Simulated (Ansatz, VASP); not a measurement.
# Cross-check of TaN between VASP and Ansatz

Wanted: the spread between two codes on one cell, functional and k mesh. The cell is taken from a series of runs on this material, whose earlier steps may have relaxed, scaled, displaced or heated it; both programs get it as it stands.

Method: plane waves, with VASP 6.6.1 beside it; zone-centre phonons at PBEsol, in Ansatz 0.2.0.

### 1. Starting point

Symmetry: P-6m2, No. 187, hexagonal system. The conventional cell has a = 3.041 Å, b = 3.041 Å, c = 2.833 Å, α = 90.00°, β = 90.00°, γ = 120.00°. Nearest to N lie 6 Ta at 2.26 Å. Ta has 6 N at 2.26 Å nearest. Farther neighbours and most contacts between anions are not listed.

### 2. VASP: zone-centre phonons, PBEsol

Second derivatives magnify differences that forces hide, and they need a tight electronic threshold.

Lines of VASP's logs that name or quote its potential files are left out, and so is its time.

File INCAR:

```
SYSTEM = TaN
PREC = Accurate
ENCUT = 600
EDIFF = 1E-08
NELM = 120
ISMEAR = 1
SIGMA = 0.2
LREAL = .FALSE.
ALGO = Normal
GGA = PS
NBANDS = 14
LASPH = .TRUE.
LORBIT = 11
LWAVE = .FALSE.
LCHARG = .FALSE.
ISIF = 2
IBRION = 8
GGA_COMPAT = .FALSE.
KPAR = 2
```

File POSCAR:

```
TaN
1.0
    3.0407846242      0.0000000000      0.0000000000
   -1.5203923121      2.6333967320      0.0000000000
    0.0000000000      0.0000000000      2.8331551784
N Ta
1 1
Direct
    0.6666666667      0.3333333333      0.0000000000
    0.0000000000      0.0000000000      0.5000000000
```

File KPOINTS:

```
Automatic mesh
0
Gamma
18 18 16
0 0 0
```

PAW data sets: N and Ta_pv (PBE family, release 64).

Launch:

```console
$ mpirun -np 2 vasp_std
```

Numbers of over 12 decimals in the logs are rounded to 6 here.

The log of the run:

```text
[banner, memory and clock lines left out]
running    2 mpi-ranks, on    1 nodes
 distrk:  each k-point on    1 cores,    2 groups
 distr:  one band on    1 cores,    1 groups

 POSCAR found type information on POSCAR N Ta
 POSCAR found :  2 types and       2 ions
|                                                                             |
|               ----> ADVICE to this user running VASP <----                  |
|                                                                             |
|     You enforced a specific xc type in the INCAR file but a different       |
|     [... a line on the potential file left out ...]
|     I HOPE YOU KNOW WHAT YOU ARE DOING!                                     |
|                                                                             |

 LDA part: xc-table for (Slater+PW92), standard interpolation
 POSCAR, INCAR and KPOINTS ok, starting setup
 FFT: planning ... GRIDC
 FFT: planning ... GRID_SOFT
 FFT: planning ... GRID
 WAVECAR not read
 entering main loop
       N       E                     dE             d eps       ncg     rms          rms(c)
DAV:   1     0.102122507775E+03    0.10212E+03   -0.97806E+03  9324   0.132E+03
DAV:   2    -0.222444366500E+02   -0.12437E+03   -0.11790E+03 11346   0.341E+02
DAV:   3    -0.260089480214E+02   -0.37645E+01   -0.37386E+01 10842   0.582E+01
DAV:   4    -0.260302572029E+02   -0.21309E-01   -0.21304E-01 10812   0.464E+00
DAV:   5    -0.260303890323E+02   -0.13183E-03   -0.13183E-03 11112   0.353E-01    0.216E+01
DAV:   6    -0.238013198703E+02    0.22291E+01   -0.41367E+00 11098   0.246E+01    0.903E+00
DAV:   7    -0.236934706949E+02    0.10785E+00   -0.39405E-01 11034   0.637E+00    0.638E+00
DAV:   8    -0.236598356414E+02    0.33635E-01   -0.16488E-01 12030   0.383E+00    0.144E+00
DAV:   9    -0.236538922956E+02    0.59433E-02   -0.13925E-02 10962   0.106E+00    0.224E-01
DAV:  10    -0.236538015758E+02    0.90720E-04   -0.53298E-04 12378   0.279E-01    0.152E-01
DAV:  11    -0.236537487874E+02    0.52788E-04   -0.76583E-05 11274   0.872E-02    0.226E-02
DAV:  12    -0.236537484055E+02    0.38186E-06   -0.66599E-06 11610   0.213E-02    0.263E-03
DAV:  13    -0.236537483799E+02    0.25585E-07   -0.31598E-08 10998   0.165E-03    0.208E-03
DAV:  14    -0.236537483080E+02    0.71875E-07   -0.26202E-08 11790   0.158E-03    0.190E-04
DAV:  15    -0.236537482999E+02    0.80888E-08   -0.30502E-10  5886   0.190E-04
   1 F= -.23653748E+02 E0= -.23653998E+02  d E =0.747706E-03
 Linear response reoptimize wavefunctions to high precision
DAV:   1    -0.236537483023E+02   -0.23438E-08   -0.68870E-11  6528   0.821E-05
DAV:   2    -0.236537483023E+02    0.90949E-12   -0.76275E-12  5136   0.347E-05
 Linear response DOF=           4
 Linear response progress:
  Degree of freedom:   1/  4
       N       E                     dE             d eps       ncg     rms          rms(c)
RMM:   1    -0.232252274710E+00   -0.23225E+00    0.11662E-01 95063   0.283E+00
RMM:   2    -0.225986997457E+00    0.62653E-02   -0.32426E-03 69593   0.465E-01    0.165E-01
RMM:   3    -0.226737202093E+00   -0.75020E-03   -0.53095E-04 66620   0.147E-01    0.900E-02
RMM:   4    -0.227772882512E+00   -0.10357E-02   -0.26922E-04 68286   0.107E-01    0.239E-02
RMM:   5    -0.227811212491E+00   -0.38330E-04   -0.11870E-05 75508   0.263E-02    0.256E-03
RMM:   6    -0.227806409874E+00    0.48026E-05   -0.11425E-06 76830   0.527E-03    0.186E-03
RMM:   7    -0.227801248805E+00    0.51611E-05   -0.19610E-07 81916   0.173E-03    0.148E-03
RMM:   8    -0.227803585482E+00   -0.23367E-05   -0.44062E-08 79751   0.680E-04    0.292E-04
RMM:   9    -0.227800550762E+00    0.30347E-05   -0.32810E-09 71421   0.360E-04    0.431E-05
RMM:  10    -0.227800295984E+00    0.25478E-06    0.66232E-09 84399   0.111E-04    0.249E-05
RMM:  11    -0.227800278581E+00    0.17403E-07   -0.38653E-09 85681   0.326E-05    0.136E-05
RMM:  12    -0.227800314413E+00   -0.35832E-07   -0.39922E-10 83149   0.115E-05    0.697E-06
RMM:  13    -0.227800299349E+00    0.15064E-07   -0.81600E-10 72880   0.572E-06    0.142E-06
RMM:  14    -0.227800294582E+00    0.47663E-08   -0.13741E-09 53284   0.237E-06    0.141E-07
 first order change of Fermi-energy   0.30201E-04
 force on displaced ion       1 direction 1 : -11.193   0.001   0.000
 Linear response progress:
  Degree of freedom:   2/  4
       N       E                     dE             d eps       ncg     rms          rms(c)
RMM:   1    -0.234464813602E+00   -0.23446E+00    0.13182E-01 32497   0.287E+00
RMM:   2    -0.228393447277E+00    0.60714E-02   -0.35866E-03 25129   0.479E-01    0.132E-01
RMM:   3    -0.229203740532E+00   -0.81029E-03   -0.68860E-04 23902   0.157E-01    0.704E-02
RMM:   4    -0.230358101128E+00   -0.11544E-02   -0.32358E-04 24445   0.110E-01    0.210E-02
RMM:   5    -0.230460478493E+00   -0.10238E-03   -0.16564E-05 26033   0.319E-02    0.272E-03
RMM:   6    -0.230447994767E+00    0.12484E-04   -0.12392E-06 26080   0.670E-03    0.108E-03
RMM:   7    -0.230442248637E+00    0.57461E-05   -0.14352E-07 26971   0.213E-03    0.398E-04
RMM:   8    -0.230443756758E+00   -0.15081E-05   -0.22569E-08 28144   0.716E-04    0.185E-04
RMM:   9    -0.230443564631E+00    0.19213E-06   -0.33536E-09 28596   0.281E-04    0.329E-05
RMM:  10    -0.230443243445E+00    0.32119E-06   -0.37865E-09 28752   0.911E-05    0.135E-05
RMM:  11    -0.230443272584E+00   -0.29139E-07   -0.11168E-09 29825   0.329E-05    0.241E-06
RMM:  12    -0.230443292160E+00   -0.19576E-07    0.11326E-09 27773   0.107E-05    0.119E-06
RMM:  13    -0.230443295857E+00   -0.36963E-08    0.61683E-11 20337   0.394E-06    0.431E-07
 first order change of Fermi-energy  -0.16786E-03
 force on displaced ion       1 direction 3 :   0.000   0.000 -12.096
 Linear response progress:
  Degree of freedom:   3/  4
       N       E                     dE             d eps       ncg     rms          rms(c)
RMM:   1    -0.139174512657E+00   -0.13917E+00    0.11607E+01 42061   0.254E+01
RMM:   2    -0.168008437133E+00   -0.28834E-01   -0.28480E-02 64306   0.155E+00    0.175E-01
RMM:   3    -0.166702426694E+00    0.13060E-02   -0.25941E-03 73929   0.318E-01    0.962E-02
RMM:   4    -0.165804500279E+00    0.89793E-03   -0.38941E-04 82216   0.119E-01    0.353E-02
RMM:   5    -0.165498191453E+00    0.30631E-03   -0.61590E-05 84614   0.325E-02    0.550E-03
RMM:   6    -0.165505703042E+00   -0.75116E-05   -0.12405E-05 82020   0.110E-02    0.195E-03
RMM:   7    -0.165507700407E+00   -0.19974E-05   -0.49162E-06 89289   0.372E-03    0.558E-04
RMM:   8    -0.165509908744E+00   -0.22083E-05   -0.44912E-06 88170   0.145E-03    0.170E-04
RMM:   9    -0.165511025359E+00   -0.11166E-05   -0.23698E-06 83356   0.684E-04    0.499E-05
RMM:  10    -0.165511408025E+00   -0.38267E-06   -0.16052E-06 87629   0.335E-04    0.229E-05
RMM:  11    -0.165511576921E+00   -0.16890E-06   -0.89583E-07 89924   0.172E-04    0.805E-06
RMM:  12    -0.165511606021E+00   -0.29100E-07   -0.61876E-07 93616   0.912E-05    0.818E-06
RMM:  13    -0.165511616329E+00   -0.10308E-07   -0.31868E-07 83155   0.545E-05    0.802E-06
RMM:  14    -0.165511791976E+00   -0.17565E-06   -0.23693E-07 73672   0.512E-05    0.252E-05
RMM:  15    -0.165511645357E+00    0.14662E-06   -0.11645E-07 71488   0.351E-05    0.432E-06
RMM:  16    -0.165511663327E+00   -0.17970E-07   -0.10140E-07 71079   0.153E-05    0.211E-06
RMM:  17    -0.165511667204E+00   -0.38764E-08   -0.40262E-08 48257   0.901E-06    0.678E-07
 first order change of Fermi-energy  -0.62673E-04
 force on displaced ion       2 direction 1 : -11.205   0.001   0.000
 Linear response progress:
  Degree of freedom:   4/  4
       N       E                     dE             d eps       ncg     rms          rms(c)
RMM:   1    -0.145379127255E+00   -0.14538E+00    0.10608E+01 14999   0.249E+01
RMM:   2    -0.173982809518E+00   -0.28604E-01   -0.27531E-02 22102   0.150E+00    0.137E-01
RMM:   3    -0.173168986867E+00    0.81382E-03   -0.23883E-03 26099   0.314E-01    0.738E-02
RMM:   4    -0.172563288189E+00    0.60570E-03   -0.20925E-04 27732   0.102E-01    0.249E-02
RMM:   5    -0.172382201827E+00    0.18109E-03   -0.28867E-05 28806   0.310E-02    0.640E-03
RMM:   6    -0.172365087530E+00    0.17114E-04   -0.58564E-06 27401   0.113E-02    0.109E-03
RMM:   7    -0.172366275059E+00   -0.11875E-05   -0.23411E-06 29720   0.351E-03    0.463E-04
RMM:   8    -0.172368526434E+00   -0.22514E-05   -0.12732E-06 31334   0.142E-03    0.181E-04
RMM:   9    -0.172369552927E+00   -0.10265E-05   -0.10043E-06 28297   0.664E-04    0.622E-05
RMM:  10    -0.172369975300E+00   -0.42237E-06   -0.55834E-07 28820   0.372E-04    0.194E-05
RMM:  11    -0.172370392155E+00   -0.41686E-06   -0.31904E-07 30744   0.191E-04    0.149E-05
RMM:  12    -0.172370253107E+00    0.13905E-06   -0.17710E-07 28407   0.107E-04    0.484E-06
RMM:  13    -0.172370260186E+00   -0.70783E-08   -0.10974E-07 28863   0.617E-05    0.629E-06
RMM:  14    -0.172370228302E+00    0.31884E-07   -0.58739E-08 25489   0.397E-05    0.962E-06
RMM:  15    -0.172370261600E+00   -0.33298E-07   -0.38124E-08 24846   0.271E-05    0.802E-06
RMM:  16    -0.172370268888E+00   -0.72879E-08   -0.20805E-08 22813   0.169E-05    0.802E-06
 first order change of Fermi-energy  -0.48644E-03
 force on displaced ion       2 direction 3 :   0.000   0.000 -12.099
 Linear response finished
```

Parts of OUTCAR (step 2):

```text
ion  position               nearest neighbor table
   1  0.667  0.333  0.000-   2 2.26   2 2.26   2 2.26   2 2.26   2 2.26   2 2.26
   2  0.000  0.000  0.500-   1 2.26   1 2.26   1 2.26   1 2.26   1 2.26   1 2.26

  LATTYP: Found a hexagonal cell.
 ALAT       =     3.0407846242
 C/A-ratio  =     0.9317184637

 Subroutine GETGRP returns: Found 12 space group operations
 (whereof 12 operations were pure point group operations)

The static configuration has the point symmetry D_3h.

 Found    333 irreducible k-points:

   k-points           NKPTS =    333   k-points in BZ     NKDIM =    333   number of bands    NBANDS=     14

   dimension x,y,z NGX =    24 NGY =   24 NGZ =   24
   dimension x,y,z NGXF=    48 NGYF=   48 NGZF=   48

   ENCUT  =  600.0 eV  44.10 Ry    6.64 a.u.   6.07  6.07  5.66*2*pi/ulx,y,z

   NELECT =      16.0000    total number of electrons

 k-points in reciprocal lattice and weights: Automatic mesh
   0.00000000  0.00000000  0.00000000       0.000
   0.05555556 -0.00000000  0.00000000       0.001
   0.11111111 -0.00000000  0.00000000       0.001
   0.16666667 -0.00000000  0.00000000       0.001
   0.22222222 -0.00000000  0.00000000       0.001
   0.27777778  0.00000000  0.00000000       0.001
   0.33333333  0.00000000  0.00000000       0.001
   0.38888889 -0.00000000  0.00000000       0.001
   0.44444444 -0.00000000  0.00000000       0.001
[...]
0.33333333  0.27777778  0.50000000       0.002
   0.33333333  0.33333333  0.50000000       0.000

 average (electrostatic) potential at core
       1 -62.2707       2 -35.5075

  Total       -3.9293256     -3.9293256      0.0962026     -0.0000000     -0.0000000      0.0000000
  in kB     -277.4957182   -277.4957182      6.7939945     -0.0000000     -0.0000000      0.0000000
  external PRESSURE =    -182.7324806 kB  Pullay stress =       0.0000000 kB

  energy-cutoff  :      600.00
  volume of cell :       22.69
      direct lattice vectors                 reciprocal lattice vectors
     3.040784624  0.000000000  0.000000000     0.328862489  0.189868847  0.000000000
    -1.520392312  2.633396732  0.000000000     0.000000000  0.379737693  0.000000000
     0.000000000  0.000000000  2.833155178     0.000000000  0.000000000  0.352963370

 POSITION                                       TOTAL-FORCE (eV/Angst)
 -----------------------------------------------------------------------------------
      1.52039      0.87780      0.00000        -0.000000     -0.000000      0.000000
      0.00000      0.00000      1.41658         0.000000      0.000000      0.000000
 -----------------------------------------------------------------------------------
    total drift:                               -0.000000      0.000000      0.000000

 Eigenvectors and eigenvalues of the dynamical matrix
 ----------------------------------------------------

   1 f  =   15.082552 THz    94.766469 2PiTHz  503.099781 cm-1    62.376395 meV
             X         Y         Z           dx          dy          dz
      1.520392  0.877799  0.000000     0.000000   -0.000000   -0.963412
      0.000000  0.000000  1.416578    -0.000000    0.000000    0.268025

   2 f  =   14.509247 THz    91.164289 2PiTHz  483.976394 cm-1    60.005398 meV
             X         Y         Z           dx          dy          dz
      1.520392  0.877799  0.000000    -0.000000    0.963384   -0.000000
      0.000000  0.000000  1.416578     0.000000   -0.268125    0.000000

   3 f  =   14.509247 THz    91.164289 2PiTHz  483.976394 cm-1    60.005398 meV
             X         Y         Z           dx          dy          dz
      1.520392  0.877799  0.000000     0.963384    0.000000    0.000000
      0.000000  0.000000  1.416578    -0.268125   -0.000000    0.000000

   4 f/i=    0.000548 THz     0.003446 2PiTHz    0.018293 cm-1     0.002268 meV
             X         Y         Z           dx          dy          dz
      1.520392  0.877799  0.000000    -0.000000   -0.000000    0.268025
      0.000000  0.000000  1.416578    -0.000000   -0.000000    0.963412

   5 f/i=    0.002024 THz     0.012718 2PiTHz    0.067520 cm-1     0.008371 meV
             X         Y         Z           dx          dy          dz
      1.520392  0.877799  0.000000    -0.181297   -0.197540   -0.000000
      0.000000  0.000000  1.416578    -0.651410   -0.709771   -0.000000

   6 f/i=    0.002024 THz     0.012718 2PiTHz    0.067520 cm-1     0.008371 meV
             X         Y         Z           dx          dy          dz
      1.520392  0.877799  0.000000    -0.197540    0.181297    0.000000
      0.000000  0.000000  1.416578    -0.709771    0.651410    0.000000

 ELASTIC MODULI CONTR FROM IONIC RELAXATION (kBar)
 Direction    XX          YY          ZZ          XY          YZ          ZX
 --------------------------------------------------------------------------------
 XX          -0.0017      0.0017      0.0000     -0.0000      0.0000      0.0000
 YY           0.0017     -0.0017      0.0000      0.0000      0.0000      0.0000
 ZZ           0.0000      0.0000      0.0000      0.0000      0.0000      0.0000
 XY          -0.0000      0.0000      0.0000     -0.0017      0.0000      0.0000
 YZ           0.0000      0.0000      0.0000      0.0000      0.0000      0.0000
 ZX           0.0000      0.0000      0.0000      0.0000      0.0000      0.0000
 --------------------------------------------------------------------------------
```

Energies printed during the response cycles are not total energies of the cell.

(Part 1 of 2 ends here.)

[Lines on the potential files, build, host, timing and source positions are cut from VASP's logs without a mark.]

[Logs are printed without paths, hosts, clocks, repeated set-up lines and the standing remarks that a program may print on its own settings, such as how far it seeks lower states.]

[Hosts, paths, dates, database ids (printed as entryN), source tags and the programs' standing remarks are cut or masked in the printed files.]
